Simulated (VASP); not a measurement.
Method: PBE GGA, VASP's PBE PAW potentials (set 64) (plane waves; VASP 6.6.1).

VASP ran on this input.

File KPOINTS:
```
K-points
0
gamma
 11 11 9
```

### INCAR
```
! general
SYSTEM   =  ZrB2
PREC     =  Accurate
ENCUT    =  520   ! plane-wave cut-off (eV)
LREAL    =  .False.   ! projection in real space or not
LASPH    =  .True.

! electronic loop
EDIFF    =  1E-7
NELM     =  100
ALGO     =  Normal
LMAXMIX  =  4

! smearing
ISMEAR   =  1   ! Methfessel-Paxton
SIGMA    =  0.1   ! width (eV)

! functional
GGA      =  PE

! ions
IBRION   =  2
NSW      =  30
ISIF     =  4
EDIFFG   =  -0.01

! output
LWAVE    =  .False.
LCHARG   =  .False.
```

File POSCAR:
```
ZrB2
1
    1.5846316266    -2.7446629582     0.0000000000
    1.5846316266     2.7446629582     0.0000000000
    0.0000000000     0.0000000000     3.5469256300
Zr B
1 2
Direct
  0.0000000000   1.0000000000   0.0000000000
  0.3333330000   0.6666670000   0.5000000000
  0.6666670000   0.3333330000   0.5000000000
```

POTCAR, in this order: Zr_sv B (PBE.64 set). Program: vasp_std.

Estimate the energy per atom (σ→0), band gap (on the k-mesh).

The energy per atom (σ→0) comes out as -8.327 eV/atom and the band gap (on the k-mesh) is none (metal, semimetal or under 0.01 eV).

**OSZICAR**
```
...
   1 F= -.24981649E+02 E0= -.24981668E+02  d E =-.249816E+02
       N       E                     dE             d eps       ncg     rms          rms(c)
DAV:   1    -0.249818836635E+02   -0.23513E-03   -0.12519E-02  2235   0.112E+00    0.793E-02
DAV:   2    -0.249817689098E+02    0.11475E-03   -0.28377E-04  2360   0.144E-01    0.438E-02
DAV:   3    -0.249817214802E+02    0.47430E-04   -0.12905E-04  2420   0.102E-01    0.908E-03
DAV:   4    -0.249817213147E+02    0.16554E-06   -0.27234E-06  2346   0.150E-02    0.415E-03
DAV:   5    -0.249817213644E+02   -0.49690E-07   -0.10688E-07  1896   0.348E-03
   2 F= -.24981721E+02 E0= -.24981744E+02  d E =-.728102E-04
```

The compound is ZrB2 in the AlB2 type structure. This run relaxes it. Symmetry was kept, so distortions that lower it aren't found.
